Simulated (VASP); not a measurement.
Given:

```yaml
crystal:
  lattice:
    - [3.84024, 0.00000, 0.00000]
    - [0.00000, 3.84024, 0.00000]
    - [0.00000, 0.00000, 3.84024]
  atoms:
    - { symbol: Tl, position: [0.00000, 0.00000, 0.00000] }
    - { symbol: Cl, position: [0.50000, 0.50000, 0.50000] }
```

Method: PW91 GGA, VASP's PBE PAW potentials (set 64) (plane waves; VASP). Settings: 520 eV cut-off, 7×7×7 Γ-centred mesh, Gaussian smearing of 0.050 eV, potentials Tl_d Cl.

Question: What does the run give for the energy per atom (σ→0)?

Answer: 
The energy per atom (σ→0) comes out as -3033 meV/atom.

The absolute energy has meaning only against runs of the same code, potentials and settings.

The compound is TlCl in the CsCl type structure. This cell is one point of a volume scan, at 0.97 of the reference volume.
